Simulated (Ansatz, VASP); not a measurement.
# Cross-check of HfTeSe between VASP and Ansatz

One calculation is typed for both programs; each brings its own data sets. How far apart do they land? Of the first pair: The structure shown is the start of the Ansatz relaxation below; VASP solves that cell, so the two are compared at the walk's first step.

Calculated with Ansatz 0.2.0; plane waves, with VASP 6.6.1 beside it; single point at PBEsol.

## Step 1: The starting structure

The cell holds 3 atoms: 1 Hf, 1 Se and 1 Te. Cell: a = 3.793 Å, b = 3.907 Å, c = 30.000 Å, α = 90.0°, β = 90.0°, γ = 119.0°. Vacuum lies along c.

## Step 2: Ansatz: relaxation, PBEsol

Ansatz runs on its PAW soft_1 files.

The two programs are compared at the cell with which this relaxation starts, whose forces are those of its first step.

The input, input.yaml:

```yaml
crystal:
  lattice:
    - [3.7926951833, 0.0, 0.0]
    - [-1.8963475917, 3.4159531927, 0.0]
    - [0.0, 0.0, 30.0]
  atoms:
    - { symbol: Hf, position: [0.0002827797, 0.0005655595, 0.336496619] }
    - { symbol: Se, position: [0.3306509332, 0.6613018663, 0.3849213268] }
    - { symbol: Te, position: [0.6690662871, 0.3381325741, 0.2752487209] }
  periodic: [true, true, false]
kpoints:
  mp_grid: { grid: [12, 12, 1] }
hamiltonian:
  xc: pbesol
  pseudopotentials: { kind: paw, azcp: { folder: soft_1 }, xc_functional: pbe }
scf:
  occupations: { method: methfessel_paxton, width: 0.2 }
output:
  forces: true
  stress: true
  eigenvalues: true
relax:
  adjacent_minimum: "off"
  f_tol: 0.001
  max_steps: 60
```

The run is started by

```bash
$ ansatz run input.yaml --threads 4 --pin off --max-ram 16384MiB --backend cpu --events-out ev --progress --plain --runs-dir out
```

Numbers of over 12 decimals in the logs are rounded to 6 here.

The program printed:

```text
Warning: output.stress: scf.convergence.dr2_threshold = 1e-9 eV (the default of a walk held to its f_tol) is looser than the 3e-10 eV advised for a printed stress (1e-10 eV for each atom of the cell: 3). What an SCF threshold leaves in a stress goes as its square root, and in the free energy as the threshold itself, and one threshold admits the most on a small cell: [figures from the program's tests cut] Every solve  [...]
Engine: ansatz 0.2.0, x86_64-unknown-linux-gnu
Pseudopotentials: kind: paw
Pseudopotential: Hf, paw, valence charge 26, recommended cutoff 420 eV (normal), soft_1/Hf.paw.azcp
Pseudopotential: Se, paw, valence charge 16, recommended cutoff 420 eV (normal), soft_1/Se.paw.azcp
Pseudopotential: Te, paw, valence charge 16, recommended cutoff 420 eV (normal), soft_1/Te.paw.azcp
Functional definition: PBEsol
  exchange = pbesol_x
  correlation = pbesol_c
Crystal: 3 atoms, lattice volume = 388.670 Å³
Basis set: ecut = 420 eV, 7621 PW (Γ), exchange–correlation on 54×54×432 points (8 copies of the dense FFT grid, shifted against one another)
Bands: 35, of which v1, the nominal top of the filled ones, is band 29 counted from 1 (28 counted from 0)
Symmetry: 2 space group operations
Space group: Cm (ITA 8), of the structure as read, at distance tolerance 7.3e-5 Å
k-points: 43 of 144 (time reversal used)
Non-local potential: Hf, projectors of the file, l = 0: 3, l = 1: 2, l = 2: 2, l = 3: 3
Non-local potential: Se, projectors of the file, l = 0: 2, l = 1: 2, l = 2: 3, l = 3: 1
Non-local potential: Te, projectors of the file, l = 0: 2, l = 1: 2, l = 2: 2, l = 3: 1
PAW form: soft (Blöchl's): semilocal exchange-correlation on the pseudo side does not see the compensation charge
PAW frozen core: Hf, regenerated for the run's functional, and the local potential with it (the file was generated under x = pbe(κ = 0.804, μ = 0.219515), c = pbe(β = 0.066725))
PAW frozen core: Se, regenerated for the run's functional, and the local potential with it (the file was generated under x = pbe(κ = 0.804, μ = 0.219515), c = pbe(β = 0.066725))
PAW frozen core: Te, regenerated for the run's functional, and the local potential with it (the file was generated under x = pbe(κ = 0.804, μ = 0.219515), c = pbe(β = 0.066725))
PAW one-centre angular grid: Hf, 590 points (default); XC on 64 Gauss nodes
PAW one-centre angular grid: Se, 590 points (default); XC on 64 Gauss nodes
PAW one-centre angular grid: Te, 590 points (default); XC on 64 Gauss nodes
Initial density: superposition of atomic densities (neutral atoms: chi_scale 0, normalization atom)
Initial wavefunctions: pseudopotential atomic-orbital guess
Functional: x = pbesol(κ = 0.804, μ = 0.123457), c = pbesol(β = 0.046)
iter 1 solved again at ethr=2.62e-3 eV; its pass at ethr=3.10e-3 eV (dr2=1.52e0 eV) is discarded
SCF iter   1: F=—  HF=-27928.133293 eV  |F-HF|=—  |Δ(HF+E_count)|=         —  Δρ=1.61e-2  dr2=1.53e0  ethr=2.62e-3  ⟨swp⟩=1.0  Hψ=10375  notcnv=0
preconditioner: auto → LDOS  [insulator: Δε(μ)=0.187 eV  Ē_g=11.559 eV  σ=0.200 eV  W_gap=0.70  n_scr=52 (ndim 8)  ℏωp=10.3 eV  f_vac=0.761  D(μ)=0.19/eV (n_scr^D=2)  ε∞_Penn≈1.8  β→1.0]
SCF iter   2: F=—  HF=-27928.331984 eV  |F-HF|=—  |Δ(HF+E_count)|=   1.99e-1  S|Δr|=    0.00e0  Δρ=1.70e-2  dr2=2.17e0  ethr=2.62e-3  ⟨swp⟩=5.0  Hψ=4362  notcnv=0  defer=20
SCF iter   3: F=—  HF=-27927.712848 eV  |F-HF|=—  |Δ(HF+E_count)|=   6.19e-1  S|Δr|=    0.00e0  Δρ=2.88e-3  dr2=1.07e-1  ethr=2.62e-3  ⟨swp⟩=3.7  Hψ=3239  notcnv=0  defer=46
SCF iter   4: F=—  HF=-27927.698653 eV  |F-HF|=—  |Δ(HF+E_count)|=   1.42e-2  S|Δr|=    0.00e0  Δρ=1.42e-3  dr2=4.73e-2  ethr=1.84e-4  ⟨swp⟩=3.0  Hψ=3258  notcnv=0  defer=45
SCF iter   5: F=—  HF=-27927.692559 eV  |F-HF|=—  |Δ(HF+E_count)|=   6.09e-3  S|Δr|=    0.00e0  Δρ=5.84e-4  dr2=1.23e-3  ethr=8.16e-5  ⟨swp⟩=2.3  Hψ=1789  notcnv=0  defer=44
SCF iter   6: F=—  HF=-27927.692591 eV  |F-HF|=—  |Δ(HF+E_count)|=   3.16e-5  S|Δr|=    0.00e0  Δρ=1.67e-4  dr2=6.21e-5  ethr=2.12e-6  ⟨swp⟩=3.0  Hψ=3246  notcnv=0  defer=44
[...]
SCF iter   3: F=—  HF=-27927.690706 eV  |F-HF|=—  |Δ(HF+E_count)|=   1.57e-3  S|Δr|=    0.00e0  Δρ=1.09e-4  dr2=1.98e-4  ethr=7.77e-6  ⟨swp⟩=2.3  Hψ=1805  notcnv=0  defer=48
SCF iter   4: F=—  HF=-27927.690769 eV  |F-HF|=—  |Δ(HF+E_count)|=   6.29e-5  S|Δr|=    0.00e0  Δρ=4.39e-5  dr2=3.95e-5  ethr=3.41e-7  ⟨swp⟩=3.1  Hψ=2482  notcnv=0  defer=48
SCF iter   5: F=—  HF=-27927.690772 eV  |F-HF|=—  |Δ(HF+E_count)|=   2.40e-6  S|Δr|=    0.00e0  Δρ=2.04e-5  dr2=3.76e-6  ethr=6.80e-8  ⟨swp⟩=2.8  Hψ=2633  notcnv=0  defer=48
SCF iter   6: F=-27927.690772 eV  HF=-27927.690772 eV  |F-HF|=8.05e-8  |Δ(HF+E_count)|=   4.21e-7  S|Δr|=    0.00e0  Δρ=6.85e-6  dr2=3.12e-7  ethr=7.55e-10  ⟨swp⟩=16.6  Hψ=10808  notcnv=0
SCF 2 converged in 6 iterations: F = -27927.690772 eV  dr2 = 3.12e-7
relax step   2: F+E_penalty+E_count = -27927.69077220 eV  Δ(F+E_penalty+E_count) = +1.935e-3 eV  max|allowed force component| = 1.644e-1 eV/Å  Δτ_max = 0.0286 Å  (6 SCF iters, dr2 threshold 4.38e-7 eV, rejected (line search))
[...]
relax step   3: F+E_penalty+E_count = -27927.69356942 eV  Δ(F+E_penalty+E_count) = -8.623e-4 eV  max|allowed force component| = 3.358e-3 eV/Å  Δτ_max = 0.0106 Å  (8 SCF iters, dr2 threshold 1.00e-7 eV, accepted)
[...]
relax step   4: F+E_penalty+E_count = -27927.69357145 eV  Δ(F+E_penalty+E_count) = -2.032e-6 eV  max|allowed force component| = 1.692e-3 eV/Å  Δτ_max = 0.0006 Å  (5 SCF iters, accepted)
[...]
relax step   5: F+E_penalty+E_count = -27927.69357157 eV  Δ(F+E_penalty+E_count) = -1.185e-7 eV  max|allowed force component| = 1.497e-4 eV/Å  Δτ_max = 0.0001 Å  (4 SCF iters, accepted)
SCF converged after 4 iterations
Stability not checked: this state was not tested for a lower state beside it, because cold or Methfessel-Paxton smearing, or corrected tetrahedra, fill the levels in a way that the test cannot read (fill_not_monotonic; see scf.lower_state_search)
Free energy (F): -27927.693572 eV
Harris-Foulkes:  -27927.693572 eV  (|F-HF|=2.98e-10)
Internal energy: -27927.692836 eV  (E = F + TS)
E sigma→0 (E₀):  -27927.693388 eV
Entropy (-TS):   -0.000735 eV (-0.245 meV/atom)
Fermi energy:    -4.829866 eV
Step filling:    the computed levels leave a gap of 0.0262 eV = 0.1 smearing widths at the electron count; against every level under it full and every level over it empty, smearing changes F+E_penalty+E_count by -0.617 meV and its σ→0 estimate by -0.433 meV
--- Per-component energies (eV) ---
  E_band       = -1699.493940
  E_kinetic    = 688.979419
  E_local      = -152282.996862  (includes V_loc(G=0)·N_el)
  E_nonlocal   = -217.176198
  E_hartree    = 75602.546808
  E_xc         = -469.307169
  E_vxc        = -445.057911  (∫ρ·V_xc dr)
  E_paw        = -14256.950163  (= ΣΔE_a)
  E_vpaw       = -648.329992  (= ΣTr[D̂ρ^β])
  E_aug_tail   = -0.000193  (compensation charges beyond the density's cutoff)
  E_ewald      = 63004.577203
  E_core_change = 2.634319  (= ΣΔE_core)
  E_smearing   = -0.000735  (= −TS)
  E_closure    = 0.000000  (closes the sum)
  Σ components = -27927.693572   (vs F -27927.693572, Δ=0.00e0)
--- Forces (eV/Å), atoms counted from 1 ---
  atom   1  Hf     0.00000000    -0.00014939     0.00004038
  atom   2  Se    -0.00000000     0.00006131    -0.00002831
  atom   3  Te    -0.00000000     0.00008896    -0.00001183
  max |Σ_I F_I| component: 8.88e-7 eV/Å
--- 2D stress c σ (N/m, compression-positive) ---
       -0.319807       0.000000       0.000000
        0.000000      -2.029209       0.000000
        0.000000       0.000000       0.000000
  P = ½ c Tr σ = -1.1745 N/m
--- Band table (eV; the first three rows and the last of 43) ---
  k-point 0: bands = [... 25 lower, -7.7110, -6.5123, -4.8503, -4.5669, -4.1570, -3.8644, -3.5398, -1.4231 (-1.4231°), ... 2 higher]
  k-point 1: bands = [... 25 lower, -7.6865, -6.3606, -5.5981, -4.8853, -4.0526, -3.5228, -3.2544, -1.3493 (-1.3493°), ... 2 higher]
  k-point 2: bands = [... 25 lower, -7.6298, -6.7616, -6.1124, -5.3160, -4.2223, -3.0488, -2.8812, -1.6129 (-1.6129°), ... 2 higher]
  k-point 42: bands = [... 25 lower, -8.2806, -7.6605, -7.3823, -6.7566, -3.6309, -3.0948, -2.1369, -1.4112, ... 2 higher]
  ° read free of the cell's end (the report's vacuum.weakly_bound_levels)
--- Relaxed structure (5 steps of the walk, 4 accepted, 0 SCFs on fresh bases) ---
  F+E_penalty+E_count = -27927.69357157 eV   max|allowed force component| = 1.497e-4 eV/Å
  cell:  # Å, volume = 388.6701 Å³
    - [3.7926951833, 2.7757125978337188e-11, 0.0]
    - [-1.896348, 3.415953, 0.0]
    - [0.0, 0.0, 30.0]
  atoms:
    - { symbol: Hf, position: [0.000340289, 0.000680578, 0.336515] }
    - { symbol: Se, position: [0.329884, 0.659768, 0.384613] }
    - { symbol: Te, position: [0.669776, 0.339551, 0.275539] }
```

In the SCF lines HF is the Harris–Foulkes energy and dr2 the Hartree energy of the density residual, in eV; the loop may stop once dr2 is under the threshold and the program's other checks hold. Hψ counts applications of the Hamiltonian.

## Step 3: VASP: single point, PBEsol, start cell, pair 1

The same cell, functional, mesh and smearing now go to VASP, with its own data sets.

Lines of VASP's logs that name or quote its potential files are left out, and so is its time.

The input, INCAR:

```
SYSTEM = HfTeSe
PREC = Accurate
ENCUT = 400
EDIFF = 1E-06
NELM = 120
ISMEAR = 1
SIGMA = 0.2
LREAL = .FALSE.
ALGO = Normal
GGA = PS
NBANDS = 17
LASPH = .TRUE.
LORBIT = 11
LWAVE = .FALSE.
LCHARG = .FALSE.
ISIF = 2
LDIPOL = .TRUE.
IDIPOL = 3
DIPOL = 0.5 0.5 0.332
LVHAR = .TRUE.
GGA_COMPAT = .FALSE.
NELMDL = -8
KPAR = 2
```

The input, POSCAR:

```
HfTeSe
1.0
    3.7926951833      0.0000000000      0.0000000000
   -1.8963475917      3.4159531927      0.0000000000
    0.0000000000      0.0000000000     30.0000000000
Hf Se Te
1 1 1
Direct
    0.0002827908      0.0005655815      0.3364966333
    0.3306509008      0.6613018015      0.3849213333
    0.6690662804      0.3381325606      0.2752487333
```

The input, KPOINTS:

```
Automatic mesh
0
Gamma
12 12 1
0 0 0
```

The projector-augmented-wave data sets are Hf_pv, Se and Te (PBE family, release 64).

The run is started by

```bash
$ mpirun -np 2 vasp_std
```

The program printed:

```text
[banner, memory and clock lines left out]
running    2 mpi-ranks, on    1 nodes
 distrk:  each k-point on    1 cores,    2 groups
 distr:  one band on    1 cores,    1 groups

 POSCAR found type information on POSCAR HfSeTe
 POSCAR found :  3 types and       3 ions
|                                                                             |
|               ----> ADVICE to this user running VASP <----                  |
|                                                                             |
|     You enforced a specific xc type in the INCAR file but a different       |
|     [... a line on the potential file left out ...]
|     I HOPE YOU KNOW WHAT YOU ARE DOING!                                     |
|                                                                             |

 LDA part: xc-table for (Slater+PW92), standard interpolation
 POSCAR, INCAR and KPOINTS ok, starting setup
 FFT: planning ... GRIDC
 FFT: planning ... GRID_SOFT
 FFT: planning ... GRID
 WAVECAR not read
 entering main loop
       N       E                     dE             d eps       ncg     rms          rms(c)
DAV:   1     0.932573714844E+02    0.93257E+02   -0.79531E+03  1838   0.728E+02
DAV:   2    -0.113157949002E+02   -0.10457E+03   -0.10236E+03  1883   0.149E+02
DAV:   3    -0.219728471958E+02   -0.10657E+02   -0.10621E+02  2123   0.480E+01
DAV:   4    -0.221833350479E+02   -0.21049E+00   -0.20959E+00  2383   0.797E+00
DAV:   5    -0.221849757212E+02   -0.16407E-02   -0.16402E-02  2139   0.643E-01
DAV:   6    -0.221850334118E+02   -0.57691E-04   -0.57688E-04  2404   0.961E-02
DAV:   7    -0.221850339436E+02   -0.53176E-06   -0.53190E-06  2139   0.881E-03
DAV:   8    -0.221850339539E+02   -0.10340E-07   -0.10207E-07  1740   0.126E-03    0.441E+01
DAV:   9    -0.210931902165E+02    0.10918E+01   -0.34587E+00  1665   0.811E+00    0.317E+01
DAV:  10    -0.210467010995E+02    0.46489E-01   -0.18005E+00  1965   0.698E+00    0.939E+00
DAV:  11    -0.209710561977E+02    0.75645E-01   -0.40780E-01  1924   0.330E+00    0.139E+00
DAV:  12    -0.209683290582E+02    0.27271E-02   -0.48876E-02  1856   0.112E+00    0.546E-01
DAV:  13    -0.209681064001E+02    0.22266E-03   -0.32940E-03  1990   0.317E-01    0.167E-01
DAV:  14    -0.209679309740E+02    0.17543E-03   -0.33069E-04  2032   0.881E-02    0.993E-02
[...]
DAV:  20    -0.209684364844E+02   -0.27406E-04   -0.15149E-06  1759   0.423E-03    0.302E-03
DAV:  21    -0.209684624378E+02   -0.25953E-04   -0.25036E-07  1669   0.192E-03    0.205E-03
DAV:  22    -0.209684829348E+02   -0.20497E-04   -0.24287E-06  1667   0.379E-03    0.128E-03
DAV:  23    -0.209684941064E+02   -0.11172E-04   -0.28093E-07  1465   0.152E-03    0.524E-04
DAV:  24    -0.209685008116E+02   -0.67052E-05   -0.15792E-07  1524   0.976E-04    0.515E-04
DAV:  25    -0.209685042795E+02   -0.34679E-05   -0.74083E-08  1494   0.654E-04    0.271E-04
DAV:  26    -0.209685056921E+02   -0.14126E-05   -0.16651E-08  1486   0.342E-04    0.214E-04
DAV:  27    -0.209685064571E+02   -0.76502E-06   -0.86806E-09  1331   0.252E-04
   1 F= -.20968506E+02 E0= -.20968222E+02  d E =-.852254E-03
```

OUTCAR, selected parts (step 3):

```text
ion  position               nearest neighbor table
   1  0.000  0.001  0.336-   2 2.66   2 2.66   2 2.68   3 2.88   3 2.88   3 2.91
   2  0.331  0.661  0.385-   1 2.66   1 2.66   1 2.68
   3  0.669  0.338  0.275-   1 2.88   1 2.88   1 2.91

  LATTYP: Found a base centered orthorhombic cell.
 ALAT       =     3.7926951833
 B/A-ratio  =     1.8013328399
 C/A-ratio  =     7.9099422838

 Subroutine GETGRP returns: Found  2 space group operations
 (whereof  2 operations were pure point group operations)

The static configuration has the point symmetry C_1h.

 Found     43 irreducible k-points:

   k-points           NKPTS =     43   k-points in BZ     NKDIM =     43   number of bands    NBANDS=     17

   dimension x,y,z NGX =    28 NGY =   28 NGZ =  196
   dimension x,y,z NGXF=    56 NGYF=   56 NGZF=  392

   ENCUT  =  400.0 eV  29.40 Ry    5.42 a.u.   6.18  6.37 48.92*2*pi/ulx,y,z

   NELECT =      22.0000    total number of electrons

 k-points in reciprocal lattice and weights: Automatic mesh
   0.00000000  0.00000000  0.00000000       0.007
   0.08333333  0.00000000  0.00000000       0.028
   0.16666667  0.00000000  0.00000000       0.028
   0.25000000  0.00000000  0.00000000       0.028
   0.33333333  0.00000000  0.00000000       0.028
   0.41666667  0.00000000  0.00000000       0.028
   0.50000000  0.00000000  0.00000000       0.014
   0.00000000  0.08333333  0.00000000       0.014
   0.08333333  0.08333333  0.00000000       0.028
[...]
0.16666667  0.41666667  0.00000000       0.014
   0.00000000  0.50000000  0.00000000       0.007

 dipolmoment           0.000000      0.000000     -0.001085 electrons x Angstroem

 average (electrostatic) potential at core
       1 -46.0229       2 -60.9672       3 -96.5247

 E-fermi :  -2.8271

 k-point     1 :       0.0000    0.0000    0.0000
  band No.  band energies     occupation
    ...
      6      -7.6298      2.00000
      7      -5.9092      2.00000
      8      -5.6685      2.00000
      9      -4.5205      2.00000
     10      -2.8380      1.09198
     11      -2.5591     -0.06744
     12      -2.1391     -0.00001
     13      -1.8579     -0.00000
     14      -1.5516     -0.00000
     15       0.5775     -0.00000
    ...

 k-point     2 :       0.0833    0.0000    0.0000
  band No.  band energies     occupation
    ...
      7      -6.0120      2.00000
      8      -5.7927      2.00000
      9      -4.3343      2.00000
     10      -3.3884      2.00053
     11      -3.1077      2.06334
     12      -1.9147     -0.00000
     13      -1.6853     -0.00000
     14      -1.2702     -0.00000
     15       0.7080     -0.00000
     16       1.2222      0.00000
    ...

 k-point     3 :       0.1667    0.0000    0.0000
  band No.  band energies     occupation
    ...
      7      -6.4037      2.00000
      8      -5.7814      2.00000
      9      -4.6044      2.00000
     10      -4.0331      2.00000
     11      -3.5830      2.00000
     12      -2.0967     -0.00000
     13      -1.2122     -0.00000
     14      -0.9480     -0.00000
     15       0.4676     -0.00000
     16       1.3052      0.00000
    ...

  Total       -0.4870392     -1.9251701     -0.3591532      0.0000000     -0.0767759      0.0000000
  in kB       -2.0076748     -7.9359438     -1.4805026      0.0000000     -0.3164860      0.0000000
  external PRESSURE =      -3.8080404 kB  Pullay stress =       0.0000000 kB

  energy-cutoff  :      400.00
  volume of cell :      388.67
      direct lattice vectors                 reciprocal lattice vectors
     3.792695183  0.000000000  0.000000000     0.263664743  0.146372029  0.000000000
    -1.896347592  3.415953193  0.000000000     0.000000000  0.292744058  0.000000000
     0.000000000  0.000000000 30.000000000     0.000000000  0.000000000  0.033333333

 POSITION                                       TOTAL-FORCE (eV/Angst)
 -----------------------------------------------------------------------------------
      0.00000      0.00193     10.09490        -0.000000      0.008082      0.018878
      0.00000      2.25898     11.54764         0.000000     -0.027792     -0.112635
      1.89635      1.15504      8.25746        -0.000000      0.019710      0.093757
 -----------------------------------------------------------------------------------
    total drift:                               -0.000000     -0.000062      0.000030

  FREE ENERGIE OF THE ION-ELECTRON SYSTEM (eV)
  ---------------------------------------------------
  free  energy   TOTEN  =       -20.9685064571 eV

  energy  without entropy=      -20.9676542035  energy(sigma->0) =      -20.96822237

 vacuum level on the upper side and lower side of the slab         2.005         2.020

 total charge
# of ion       s       p       d       tot
------------------------------------------
    1        0.306   6.432   1.452   8.191
    2        1.457   2.413   0.029   3.899
    3        1.377   2.039   0.032   3.447
--------------------------------------------------
tot          3.140  10.884   1.513  15.537

[... 3 further parts left out ...]
```

The run ends at a pressure of -0.38 GPa, with forces up to 0.12 eV/Å.

## Step 4: Differences

Known differences besides the potentials themselves: Ansatz cuts the interaction across the vacuum, VASP repeats the sheet with a dipole correction; the data sets hold 58 valence electrons in Ansatz (on its PAW soft_1 files) and 22 in VASP; the cutoff is 420 eV in Ansatz and 400 eV in VASP; Ansatz makes its cores anew for this functional, VASP keeps those of its PBE data sets. Total energies have different zeros and are not compared.

Forces (eV/Å; atoms numbered as in POSCAR):

```tsv
atom	Ansatz x, y, z	VASP x, y, z
Hf1	0.000, 0.008, 0.004	0.000, 0.008, 0.019
Se2	0.000, -0.029, -0.084	0.000, -0.028, -0.113
Te3	0.000, 0.020, 0.080	0.000, 0.020, 0.094
```

The forces differ by 12 meV/Å r.m.s., which is 23.3 % of the r.m.s. force of 0.051 eV/Å (both taken over all components). With vacuum in the cell, a pressure given here is an average over mostly empty space and none of the material.

## Step 5: Ansatz: relaxation, PBEsol

This run makes the geometry at which the two programs are then compared.

The structure compared here is the end of the Ansatz relaxation.

input.yaml is that of step 2.

The run is started by

```bash
$ ansatz run input.yaml --threads 4 --pin off --max-ram 16384MiB --backend cpu --events-out ev --progress --plain --runs-dir out
```

The program printed:

```text
[...]
Crystal: 3 atoms, lattice volume = 388.670 Å³
Basis set: ecut = 420 eV, 7621 PW (Γ), exchange–correlation on 54×54×432 points (8 copies of the dense FFT grid, shifted against one another)
Bands: 35, of which v1, the nominal top of the filled ones, is band 29 counted from 1 (28 counted from 0)
Symmetry: 2 space group operations
[...]
F+E_penalty+E_count = -27927.69357157 eV   max|allowed force component| = 1.497e-4 eV/Å
  cell:  # Å, volume = 388.6701 Å³
    - [3.7926951833, 2.7757125978337188e-11, 0.0]
    - [-1.896348, 3.415953, 0.0]
    - [0.0, 0.0, 30.0]
  atoms:
    - { symbol: Hf, position: [0.000340289, 0.000680578, 0.336515] }
    - { symbol: Se, position: [0.329884, 0.659768, 0.384613] }
    - { symbol: Te, position: [0.669776, 0.339551, 0.275539] }
[key lines of the parts left out:]
SCF converged after 4 iterations
Free energy (F): -27927.693572 eV
Fermi energy:    -4.829866 eV
P = ½ c Tr σ = -1.1745 N/m
```

(Continued in part 2 of 2.)

[Lines on the potential files, build, host, timing and source positions are cut from VASP's logs without a mark.]

[Logs are printed without paths, hosts, clocks, repeated set-up lines and the standing remarks that a program may print on its own settings, such as how far it seeks lower states.]

[Hosts, paths, dates, database ids (printed as entryN), source tags and the programs' standing remarks are cut or masked in the printed files.]
